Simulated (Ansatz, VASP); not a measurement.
# WS2 (Tungstenite) in two plane-wave programs, part 2 of 2

One calculation is typed for both programs; each brings its own data sets. How far apart do they land? The cell is taken from a series of runs on this material, whose earlier steps may have relaxed, scaled, displaced or heated it; both programs get it as it stands.

VASP 6.6.1 and Ansatz 0.2.0.

So far: Set-up; Ansatz: single point, HSE06; VASP: single point, HSE06.

**3. VASP: single point, HSE06 (continued)**

Level of this step: HSE06, no spin polarisation; plane waves and PAW (S, W) (VASP).

Numbers of over 12 decimals in the logs are rounded to 6 here.

OUTCAR, selected parts (step 3):

```text
ion  position               nearest neighbor table
   1  0.000  0.000  0.000-   5 2.40   5 2.40   5 2.40
   2  0.000  0.000  0.255-   5 2.40   5 2.40   5 2.40
   3  0.333  0.667  0.500-   6 2.40   6 2.40   6 2.40
   4  0.333  0.667  0.755-   6 2.40   6 2.40   6 2.40
   5  0.333  0.667  0.127-   1 2.40   1 2.40   2 2.40   2 2.40   1 2.40   2 2.40
   6  0.000  0.000  0.628-   4 2.40   4 2.40   3 2.40   3 2.40   4 2.40   3 2.40

  LATTYP: Found a hexagonal cell.
 ALAT       =     3.1532000000
 C/A-ratio  =     3.9080933655

 Subroutine GETGRP returns: Found 24 space group operations
 (whereof  6 operations were pure point group operations)

The static configuration has the point symmetry C_3v.
 The point group associated with its full space group is D_6h.

 Found     20 irreducible k-points:

   k-points           NKPTS =     20   k-points in BZ     NKDIM =    128   number of bands    NBANDS=     24

   dimension x,y,z NGX =    24 NGY =   24 NGZ =   80
   dimension x,y,z NGXF=    48 NGYF=   48 NGZF=  160

   ENCUT  =  400.0 eV  29.40 Ry    5.42 a.u.   5.14  5.14 20.10*2*pi/ulx,y,z

   NELECT =      36.0000    total number of electrons

 k-points in reciprocal lattice and weights: Automatic mesh
   0.00000000  0.00000000  0.00000000       0.008
   0.12500000 -0.00000000  0.00000000       0.047
   0.25000000 -0.00000000  0.00000000       0.047
   0.37500000 -0.00000000  0.00000000       0.047
   0.50000000 -0.00000000  0.00000000       0.023
   0.12500000  0.12500000  0.00000000       0.047
   0.25000000  0.12500000  0.00000000       0.094
   0.37500000  0.12500000  0.00000000       0.094
   0.25000000  0.25000000  0.00000000       0.047
[...]
0.25000000  0.25000000  0.50000000       0.047
   0.37500000  0.25000000  0.50000000       0.047

  exchange ACFDT corr.  =         0.00000000  see jH, gK, PRB 81, 115126

 average (electrostatic) potential at core
       1 -82.2084       2 -82.2084       3 -82.2084       4 -82.2084       5 -35.7896
       6 -35.7896

 E-fermi :   6.0767

 k-point     1 :       0.0000    0.0000    0.0000
  band No.  band energies     occupation
    ...
     14       3.6247      2.00000
     15       3.6247      2.00000
     16       4.2585      2.00000
     17       4.6876      2.00000
     18       6.0046      2.00000
     19       9.0617      0.00000
     20       9.0619      0.00000
     21       9.0666      0.00000
     22       9.0676      0.00000
     23       9.0769      0.00000
    ...

 k-point     2 :       0.1250   -0.0000    0.0000
  band No.  band energies     occupation
    ...
     14       3.1977      2.00000
     15       3.5320      2.00000
     16       4.4316      2.00000
     17       4.6818      2.00000
     18       5.4663      2.00000
     19       8.5323      0.00000
     20       8.8027      0.00000
     21       8.8978      0.00000
     22       8.9450      0.00000
     23       9.0599      0.00000
    ...

 k-point     3 :       0.2500   -0.0000    0.0000
  band No.  band energies     occupation
    ...
     14       3.0501      2.00000
     15       3.1334      2.00000
     16       3.8446      2.00000
     17       4.2277      2.00000
     18       4.3640      2.00000
     19       7.9601      0.00000
     20       8.4884      0.00000
     21       8.7373      0.00000
     22       8.9606      0.00000
     23       9.1853      0.00000
    ...

  Total       -1.1597404     -1.1597404     -1.4381812      0.0000000      0.0000000      0.0000000
  in kB      -17.5114150    -17.5114150    -21.7157125      0.0000000      0.0000000      0.0000000
  external PRESSURE =     -18.9128475 kB  Pullay stress =       0.0000000 kB

  energy-cutoff  :      400.00
  volume of cell :      106.11
      direct lattice vectors                 reciprocal lattice vectors
     3.153200000  0.000000000  0.000000000     0.317138145  0.183099794  0.000000000
    -1.576600000  2.730751303  0.000000000     0.000000000  0.366199587  0.000000000
     0.000000000  0.000000000 12.323000000     0.000000000  0.000000000  0.081149071

 POSITION                                       TOTAL-FORCE (eV/Angst)
 -----------------------------------------------------------------------------------
      0.00000      0.00000      0.00000         0.000000     -0.000000      0.558711
      0.00000      0.00000      3.14237         0.000000     -0.000000     -0.558711
      0.00000      1.82050      6.16150        -0.000000     -0.000000      0.558711
      0.00000      1.82050      9.30387        -0.000000      0.000000     -0.558711
      0.00000      1.82050      1.57118        -0.000000      0.000000      0.000000
      0.00000      0.00000      7.73268        -0.000000     -0.000000      0.000000
 -----------------------------------------------------------------------------------
    total drift:                                0.000001      0.000006     -0.000030

  FREE ENERGIE OF THE ION-ELECTRON SYSTEM (eV)
  ---------------------------------------------------
  free  energy   TOTEN  =       -56.3904497321 eV

  energy  without entropy=      -56.3904497321  energy(sigma->0) =      -56.39044973

 total charge
# of ion       s       p       d       tot
------------------------------------------
    1        1.356   2.369   0.000   3.725
    2        1.356   2.369   0.000   3.725
    3        1.356   2.369   0.000   3.725
    4        1.356   2.369   0.000   3.725
    5        0.657   0.744   4.474   5.875
    6        0.657   0.744   4.474   5.875
--------------------------------------------------
tot          6.738  10.965   8.947  26.650

[... 3 further parts left out ...]
```

This run has no spin polarisation, so a moment on W, if there is one, isn't seen. The data set W keeps the semicore shell frozen, which is cheaper and a little less accurate.

**4. Side by side**

Known differences besides the potentials themselves: exact exchange at q = 0 is treated differently, which shows on coarse meshes; VASP keeps PBE cores, Ansatz makes them for the functional; fixed occupations in Ansatz, narrow Gaussian smearing in VASP; the data sets hold 52 valence electrons in Ansatz (on its default PAW (the set named soft_2) files) and 36 in VASP; the cutoff is 420 eV in Ansatz and 400 eV in VASP; VASP takes a coarser grid for exact exchange (PRECFOCK = Fast). Total energies have different zeros and are not compared.

Compared:

| quantity | Ansatz | VASP | difference |
| --- | --- | --- | --- |
| gap on the k mesh (eV) | 1.665 | 1.698 | -0.033 |

A gap on the mesh is an upper bound, since the band edges may lie between its points; neither run holds spin-orbit coupling, which can move the band edges of a compound of W.

**5. Outcome**

```
difference in gap on the k mesh (single point, HSE06) : -0.033 eV
```

The difference in gap on the k mesh is -0.033 eV (single point, HSE06), within the 0.08 eV picked in this series as the mark of a large difference. The data sets hold unlike numbers of valence electrons (52 in Ansatz and 36 in VASP), so part of the differences comes from the potentials. How closely two codes agree says nothing of how well the functional describes the real material.

[Lines on the potential files, build, host, timing and source positions are cut from VASP's logs without a mark.]

[Logs are printed without paths, hosts, clocks, repeated set-up lines and the standing remarks that a program may print on its own settings, such as how far it seeks lower states.]

[Hosts, paths, dates, database ids (printed as entryN), source tags and the programs' standing remarks are cut or masked in the printed files.]
